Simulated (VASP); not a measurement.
Method: vdW-DF-cx, VASP's PBE PAW potentials (set 64) (plane waves; VASP).

VASP ran on this input.

**INCAR**
```
SYSTEM = Al3Sc
PREC = Accurate
ENCUT = 520
EDIFF = 1E-7
NELM = 100
ALGO = Normal
LREAL = .FALSE.
LASPH = .TRUE.
ISMEAR = -5
GGA = CX
LUSE_VDW = .TRUE.
AGGAC = 0.0
LMAXMIX = 4
LWAVE = .FALSE.
LCHARG = .TRUE.
LORBIT = 11
NEDOS = 601
ISIF = 2
LEFG = .TRUE.
```

POSCAR:
```
Al3Sc
1
    4.0844429859     0.0000000000     0.0000000000
    0.0000000000     4.0844429859    -0.0000000000
    0.0000000000    -0.0000000000     4.0844429859
Sc Al
1 3
Direct
  0.0000000000   0.0000000000   0.0000000000
  0.0000000000   0.5000000000   0.5000000000
  0.5000000000   0.0000000000   0.5000000000
  0.5000000000   0.5000000000   0.0000000000
```

### KPOINTS
```
Automatic mesh
0
Gamma
9 9 9
0 0 0
```

POTCAR, in this order: Sc_sv Al (PBE.64 set). Program: vasp_std.

Problem. What does the run give for the energy per atom (σ→0), band gap (on the k-mesh)?

Solution. 
```json
{
  "energy per atom (σ→0)": "-3.381 eV/atom",
  "band gap (on the k-mesh)": "none (metal, semimetal or under 0.01 eV)"
}
```

**OSZICAR**
```
...
DAV:  11    -0.135240627490E+02   -0.92954E-05   -0.27600E-05  1378   0.421E-02    0.323E-02
DAV:  12    -0.135240803328E+02   -0.17584E-04   -0.12201E-05  1148   0.193E-02    0.583E-03
DAV:  13    -0.135240781460E+02    0.21868E-05   -0.80494E-07  1330   0.695E-03    0.193E-03
DAV:  14    -0.135240773256E+02    0.82034E-06   -0.41936E-08   730   0.225E-03    0.634E-04
DAV:  15    -0.135240767123E+02    0.61332E-06   -0.13504E-08   658   0.177E-03    0.159E-04
DAV:  16    -0.135240770671E+02   -0.35474E-06   -0.49304E-09   670   0.110E-03    0.877E-05
DAV:  17    -0.135240771070E+02   -0.39924E-07   -0.16166E-09   586   0.618E-04
   1 F= -.13524077E+02 E0= -.13524077E+02  d E =0.000000E+00
```

The compound is Al3Sc in the L1_2 structure. It was relaxed first.
